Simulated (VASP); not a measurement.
Method: TPSS meta-GGA, VASP's PBE PAW potentials (set 64) (plane waves; VASP).

The input files of a VASP run:

INCAR:
```
ISMEAR=0
PREC=Accurate
ISIF=3
SIGMA=0.05   ! width (eV)
NELM=100
EDIFF=1E-6   ! SCF stop (eV)
SYSTEM=MgO
LASPH=.TRUE.
LMIXTAU=.TRUE.
METAGGA=TPSS
IBRION=2   ! conjugate gradients
EDIFFG=-0.01
LWAVE=.FALSE.
LREAL=.FALSE.   ! projection in real space or not
ALGO=Normal   ! blocked Davidson
NSW=60   ! most ionic steps
LCHARG=.FALSE.
ENCUT=520   ! plane-wave cut-off (eV)
```

File KPOINTS:
```
Automatic mesh
0
Gamma
10 10 10
0 0 0
```

File POSCAR:
```
MgO
1.0
  0.0000000000   2.1050000000   2.1050000000
  2.1050000000   0.0000000000   2.1050000000
  2.1050000000   2.1050000000   0.0000000000
Mg O
1 1
Cartesian
  0.0000000000   0.0000000000   0.0000000000
  2.1050000000   2.1050000000   2.1050000000
```

POTCAR, in this order: Mg O (PBE.64 set). Program: vasp_std.

Output

### OSZICAR
```
       N       E                     dE             d eps       ncg     rms          rms(c)
DAV:   1     0.488335475856E+02    0.48834E+02   -0.48849E+03   776   0.997E+02
DAV:   2    -0.278880992142E+01   -0.51622E+02   -0.50379E+02  1136   0.250E+02
DAV:   3    -0.417228431622E+01   -0.13835E+01   -0.13835E+01  1072   0.505E+01
DAV:   4    -0.417901596901E+01   -0.67317E-02   -0.67317E-02  1272   0.353E+00
DAV:   5    -0.417902005565E+01   -0.40866E-05   -0.40866E-05  1208   0.793E-02    0.642E+00
DAV:   6    -0.188449696935E+02   -0.14666E+02   -0.60015E+01   752   0.119E+02    0.752E+00
DAV:   7    -0.185760823997E+02    0.26889E+00   -0.39710E-01   904   0.716E+00    0.622E+00
DAV:   8    -0.182286367155E+02    0.34745E+00   -0.11633E+01   752   0.240E+01    0.285E+00
DAV:   9    -0.182259356451E+02    0.27011E-02   -0.44998E-02   832   0.261E+00    0.274E+00
DAV:  10    -0.182554009837E+02   -0.29465E-01   -0.88309E-03   864   0.113E+00    0.266E+00
DAV:  11    -0.181470621338E+02    0.10834E+00   -0.11055E+00   752   0.753E+00    0.723E-01
DAV:  12    -0.181482296884E+02   -0.11676E-02   -0.97845E-03   760   0.139E+00    0.697E-01
DAV:  13    -0.181519672584E+02   -0.37376E-02   -0.19023E-02   784   0.119E+00    0.285E-01
DAV:  14    -0.181515865272E+02    0.38073E-03   -0.20398E-03   784   0.331E-01    0.919E-02
DAV:  15    -0.181517165874E+02   -0.13006E-03   -0.77330E-04   816   0.221E-01    0.539E-02
DAV:  16    -0.181516729973E+02    0.43590E-04   -0.34083E-05   808   0.692E-02    0.201E-02
DAV:  17    -0.181517376865E+02   -0.64689E-04   -0.36555E-06   784   0.346E-02    0.374E-03
DAV:  18    -0.181517278389E+02    0.98477E-05   -0.12791E-06   504   0.110E-02    0.115E-03
DAV:  19    -0.181517294707E+02   -0.16318E-05   -0.56251E-08   416   0.316E-03    0.822E-04
DAV:  20    -0.181517291019E+02    0.36884E-06   -0.86015E-08   416   0.238E-03
   1 F= -.18151729E+02 E0= -.18151729E+02  d E =-.181517E+02
       N       E                     dE             d eps       ncg     rms          rms(c)
DAV:   1    -0.181703485334E+02   -0.18619E-01   -0.42207E-01   752   0.649E+00    0.105E+00
DAV:   2    -0.181521260742E+02    0.18222E-01   -0.14334E-01   752   0.278E+00    0.103E-01
DAV:   3    -0.181531776709E+02   -0.10516E-02   -0.23278E-03   768   0.696E-01    0.661E-02
DAV:   4    -0.181524974134E+02    0.68026E-03   -0.57291E-04   752   0.391E-01    0.159E-02
DAV:   5    -0.181532504005E+02   -0.75299E-03   -0.40675E-04   752   0.287E-01    0.129E-02
DAV:   6    -0.181532712727E+02   -0.20872E-04   -0.42151E-05   800   0.533E-02    0.365E-03
DAV:   7    -0.181532618862E+02    0.93866E-05   -0.54906E-06   760   0.262E-02    0.126E-03
DAV:   8    -0.181532679829E+02   -0.60967E-05   -0.92896E-07   752   0.143E-02    0.457E-04
DAV:   9    -0.181532673571E+02    0.62582E-06   -0.39463E-08   400   0.190E-03
   2 F= -.18153267E+02 E0= -.18153267E+02  d E =-.153826E-02
       N       E                     dE             d eps       ncg     rms          rms(c)
DAV:   1    -0.181548135092E+02   -0.15455E-02   -0.31922E-02   752   0.180E+00    0.287E-01
DAV:   2    -0.181534022638E+02    0.14112E-02   -0.10834E-02   752   0.766E-01    0.289E-02
DAV:   3    -0.181535142522E+02   -0.11199E-03   -0.17434E-04   768   0.192E-01    0.182E-02
DAV:   4    -0.181534198201E+02    0.94432E-04   -0.39032E-05   752   0.105E-01    0.376E-03
DAV:   5    -0.181535200946E+02   -0.10027E-03   -0.27571E-05   752   0.772E-02    0.359E-03
DAV:   6    -0.181535162183E+02    0.38764E-05   -0.30574E-06   752   0.143E-02    0.944E-04
DAV:   7    -0.181535186281E+02   -0.24098E-05   -0.41358E-07   376   0.722E-03    0.374E-04
DAV:   8    -0.181535174640E+02    0.11641E-05   -0.75929E-08   376   0.385E-03    0.160E-04
DAV:   9    -0.181535176257E+02   -0.16165E-06   -0.45841E-09   376   0.662E-04
   3 F= -.18153518E+02 E0= -.18153518E+02  d E =-.178852E-02
```

**OUTCAR**
```
------------------------ aborting loop because EDIFF is reached ----------------------------------------
  FORCE on cell =-STRESS in cart. coord.  units (eV):
  Direction    XX          YY          ZZ          XY          YZ          ZX
  --------------------------------------------------------------------------------------
  Total        0.0004324      0.0004324      0.0004324      0.0000000      0.0000000      0.0000000
  in kB        0.0366276      0.0366276      0.0366276      0.0000000      0.0000000      0.0000000
  external PRESSURE =       0.0366276 kB  Pullay stress =       0.0000000 kB
  volume of cell :       18.91
      direct lattice vectors                 reciprocal lattice vectors
    -0.000000000  2.114652564  2.114652564    -0.236445461  0.236445461  0.236445461
     2.114652564 -0.000000000  2.114652564     0.236445461 -0.236445461  0.236445461
     2.114652564  2.114652564 -0.000000000     0.236445461  0.236445461 -0.236445461
  FREE ENERGIE OF THE ION-ELECTRON SYSTEM (eV)
  ---------------------------------------------------
  free  energy   TOTEN  =       -18.1535176257 eV

  energy  without entropy=      -18.1535176256  energy(sigma->0) =      -18.15351763

 reached required accuracy - stopping structural energy minimisation
```
(Selected blocks of OUTCAR.)

File CONTCAR:
```
MgO
   1.00000000000000
    -0.0000000000000000    2.1146525644805343    2.1146525644805343
     2.1146525644805343   -0.0000000000000000    2.1146525644805343
     2.1146525644805343    2.1146525644805343   -0.0000000000000000
  Mg              O
     1     1
Direct
     0.0000000000000000    0.0000000000000000    0.0000000000000000
     0.5000000000000000    0.5000000000000000    0.5000000000000000
```

The compound is MgO in the rock salt structure. This run relaxes it. Symmetry was kept, so distortions that lower it aren't found.
